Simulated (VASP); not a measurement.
Calculation: vdW-DF-cx, VASP's PBE PAW potentials (set 64) (plane waves; VASP).

VASP input:

POSCAR:
```
NiAl
1
    2.8430562018     0.0000000000     0.0000000000
    0.0000000000     2.8430562018     0.0000000000
    0.0000000000     0.0000000000     2.8430562018
Al Ni
1 1
Direct
  0.5000000000   0.5000000000   0.5000000000
  0.0000000000   0.0000000000   0.0000000000
```

KPOINTS:
```
Automatic
0
Gamma
 13 13 13
0 0 0
```

### INCAR
```
SYSTEM = NiAl
PREC = Accurate
ENCUT = 520
EDIFF = 1E-7
NELM = 100
ALGO = Normal
LREAL = .FALSE.
LASPH = .TRUE.
ISMEAR = 1
SIGMA = 0.1
GGA = CX
LUSE_VDW = .TRUE.
AGGAC = 0.0
LMAXMIX = 4
LWAVE = .FALSE.
LCHARG = .FALSE.
ISIF = 2
```

POTCAR, in this order: Al Ni (PBE.64 set). Program: vasp_std.

Q: What will the output report for the number of irreducible k-points (NKPTS), largest plane-wave count, number of space-group operations, FFT grid (NGX, NGY, NGZ)?

A: 
| Item | Value |
|---|---|
| number of irreducible k-points (NKPTS) | 84 |
| largest plane-wave count | 638 |
| number of space-group operations | 48 |
| FFT grid (NGX, NGY, NGZ) | 24 × 24 × 24 |

The compound is NiAl in the CsCl type structure. This cell is one point of a volume scan, at 0.97 of the reference volume. The run is not spin-polarised, so no magnetic state was tried. The electron count is odd and the run is not spin-polarised, which forces a metal.
